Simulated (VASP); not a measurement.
The input files of a VASP run:

### KPOINTS
```
Automatic mesh
0
Gamma
11 11 11
0 0 0
```

**POSCAR**
```
Ge
1
    0.0000000000     2.9510151007     2.9510151007
    2.9510151007     0.0000000000     2.9510151007
    2.9510151007     2.9510151007     0.0000000000
Ge
2
Direct
  0.0000000000   0.0000000000   0.0000000000
  0.2500000000   0.2500000000   0.2500000000
```

### INCAR
```
SYSTEM = Ge
PREC = Accurate
ENCUT = 520
EDIFF = 1E-7
NELM = 100
ALGO = Normal
LREAL = .FALSE.
LASPH = .TRUE.
ISMEAR = 1
SIGMA = 0.1
GGA = ML
ZAB_VDW = -1.8867
LUSE_VDW = .TRUE.
AGGAC = 0.0
LMAXMIX = 4
LWAVE = .FALSE.
LCHARG = .FALSE.
ISIF = 2
```

POTCAR, in this order: Ge_d (PBE.64 set). Program: vasp_std.

**Question.** Translate this vdW-DF2 calculation to Quantum ESPRESSO's pw.x.

**Answer.** One equivalent input (not run):
```
&CONTROL
  calculation = 'scf'
  pseudo_dir = './pseudo'
  outdir = './out'
  tprnfor = .true.
  tstress = .true.
/
&SYSTEM
  ibrav = 0
  nat = 2
  ntyp = 1
  ecutwfc = 78
  occupations = 'smearing'
  smearing = 'methfessel-paxton'
  degauss = 0.00735
  input_dft = 'vdw-df2'
/
&ELECTRONS
  conv_thr = 7.3e-09
  electron_maxstep = 100
/
ATOMIC_SPECIES
  Ge 72.630 Ge.upf
CELL_PARAMETERS angstrom
     0.0000000    2.9510151    2.9510151
     2.9510151    0.0000000    2.9510151
     2.9510151    2.9510151    0.0000000
ATOMIC_POSITIONS crystal
  Ge   0.0000000  0.0000000  0.0000000
  Ge   0.2500000  0.2500000  0.2500000
K_POINTS automatic
  11 11 11 0 0 0
```
Limits of the translation: the potentials are each code's own (VASP's PAW set, PseudoDojo norm-conserving files in pw.x), so ENCUT and ecutwfc are chosen apart and not converted; conv_thr bounds pw.x's estimated SCF error, while EDIFF bounds the energy change between steps.

The compound is Ge in the diamond structure. This cell is one point of a volume scan, at 0.97 of the reference volume.
